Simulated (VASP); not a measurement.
An input for Ansatz (written as the equivalent of a VASP run, and not itself run):

Ansatz 0.2 input:
```yaml
crystal:
  lattice:
    - [3.8409817, 0.0000000, 0.0000000]
    - [0.0000000, 3.8409817, 0.0000000]
    - [0.0000000, 0.0000000, 4.7215092]
  atoms:
    - { symbol: Sn, position: [0.5000000, 0.0000000, 0.7545131] }
    - { symbol: Sn, position: [0.0000000, 0.5000000, 0.2454869] }
    - { symbol: O, position: [0.5000000, 0.5000000, 0.0000000] }
    - { symbol: O, position: [0.0000000, 0.0000000, 0.0000000] }
kpoints:
  mp_grid: { grid: [7, 7, 5] }
hamiltonian:
  xc: pbe
  dispersion: d4
  pseudopotentials: { kind: paw }
scf:
  occupations: { method: tetrahedron }
  max_iter: 100
output: { forces: true, stress: true, eigenvalues: true }
```

Question: Write the VASP files for the same calculation (PBE-D4).

Answer: Several could match; the one computed here: 
**INCAR**
```
IVDW = 13
LCHARG = .True.
LASPH = .True.
NEDOS = 601   ! DOS grid
LORBIT = 11
ENCUT = 520   ! plane-wave cut-off (eV)
LEFG = .True.
ISIF = 2
SYSTEM = SnO
LREAL = .False.   ! projection in real space or not
GGA = PE   ! PBE
ALGO = Normal   ! blocked Davidson
EDIFF = 1E-7
NELM = 100   ! most electronic steps
PREC = Accurate
LMAXMIX = 4   ! l cut-off of mixed one-centre charges
ISMEAR = -5
LWAVE = .False.
```

File POSCAR:
```
SnO
1.0
  3.8409817292   0.0000000000   0.0000000000
  0.0000000000   3.8409817292   0.0000000000
  0.0000000000   0.0000000000   4.7215092226
Sn O
2 2
Direct
  0.5000000000   0.0000000000   0.7545131172
  0.0000000000   0.5000000000   0.2454868828
  0.5000000000   0.5000000000   0.0000000000
  0.0000000000   0.0000000000   0.0000000000
```

KPOINTS:
```
Automatic mesh
0
Gamma
7 7 5
0 0 0
```

POTCAR, in this order: Sn_d O (PBE.64 set). Program: vasp_std.

The two are equivalent in intent, not identical: each code has its own PAW files, so the cut-off isn't converted (ENCUT is set for VASP's; basis.ecutwfc is left out, and Ansatz then takes the one that its files recommend); Ansatz stops its SCF on the density residual and VASP on the energy change (EDIFF); the field gradients of LEFG aren't asked of the other code.

The compound is SnO in the litharge structure. It was relaxed first.
